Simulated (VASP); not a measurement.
An input for Quantum ESPRESSO's pw.x (written as the equivalent of a VASP run, and not itself run):

```
&CONTROL
  calculation = 'scf'
  pseudo_dir = './pseudo'
  outdir = './out'
  tprnfor = .true.
  tstress = .true.
/
&SYSTEM
  ibrav = 0
  nat = 2
  ntyp = 2
  ecutwfc = 84
  occupations = 'smearing'
  smearing = 'gaussian'
  degauss = 0.003675
  input_dft = 'pbesol'
/
&ELECTRONS
  conv_thr = 7.3e-09
  electron_maxstep = 100
/
ATOMIC_SPECIES
  Li 6.940 Li.upf
  F 18.998 F.upf
CELL_PARAMETERS angstrom
     0.0000000    2.0020442    2.0020442
     1.9920340    0.0000000    2.0020442
     1.9920340    2.0020442    0.0000000
ATOMIC_POSITIONS crystal
  Li   0.0000000  0.0000000  0.0000000
  F    0.5000000  0.5000000  0.5000000
K_POINTS automatic
  10 10 10 0 0 0
```

Question: Translate this input to VASP (INCAR, KPOINTS, POSCAR, choice of POTCAR).

Answer: Several could match; the one computed here: 
KPOINTS:
```
Automatic mesh
0
Gamma
10 10 10
0 0 0
```

**POSCAR**
```
LiF
1
    0.0000000000     2.0020442322     2.0020442322
    1.9920340111     0.0000000000     2.0020442322
    1.9920340111     2.0020442322     0.0000000000
Li F
1 1
Direct
  0.0000000000   0.0000000000   0.0000000000
  0.5000000000   0.5000000000   0.5000000000
```

**INCAR**
```
SYSTEM = LiF
PREC = Accurate; ENCUT = 600; LREAL = .FALSE.
LASPH = .TRUE.
EDIFF = 1E-7; NELM = 100; ALGO = Normal
ISMEAR = 0; SIGMA = 0.05
GGA = PS
ISIF = 2
LWAVE = .FALSE.; LCHARG = .FALSE.
```

POTCAR, in this order: Li_sv F (PBE.64 set). Program: vasp_std.

The two are equivalent in intent, not identical: the potentials are each code's own (VASP's PAW set, PseudoDojo norm-conserving files in pw.x), so ENCUT and ecutwfc are chosen apart and not converted; conv_thr bounds pw.x's estimated SCF error, while EDIFF bounds the energy change between steps.

The compound is LiF in the rock salt structure. This cell was strained or had an atom moved on purpose.
